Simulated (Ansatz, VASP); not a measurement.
# Two plane-wave programs on NbCd3

```
CELL_PARAMETERS angstrom
4.18435 0.00000 0.00000
0.00000 4.18435 0.00000
0.00000 0.00000 4.18435
ATOMIC_POSITIONS crystal
Nb 0.00000 0.00000 0.00000
Cd 0.00000 0.50000 0.50000
Cd 0.50000 0.00000 0.50000
Cd 0.50000 0.50000 0.00000
```

Alike in both runs: functional LDA; k mesh 10 × 10 × 10; occupations gaussian, width 0.1 eV; no spin polarisation.

Ansatz relaxed the structure, and its values are those at the end. VASP's run is a single point on that final structure, the one shown.

|  | VASP | Ansatz |
| --- | --- | --- |
| version | VASP 6.6.1 | Ansatz 0.2.0 |
| potentials or method | VASP PAW LDA potentials, release 64 (Nb_sv, Cd) | scalar-relativistic, plane waves, PAW |
| plane-wave cutoff (eV) | 520 | 420 |
| valence electrons in the cell | 49 | 73 |

|  | VASP | Ansatz | Ansatz less VASP |
| --- | --- | --- | --- |
| gap on the k mesh at the Fermi level (eV) | none | none | - |
| pressure (GPa) | 1.0 | 0.0 | -0.98 |

A gap of «none» marks a metal or a gap that the smearing closes. The two sets of potentials don't hold the same shells in valence.
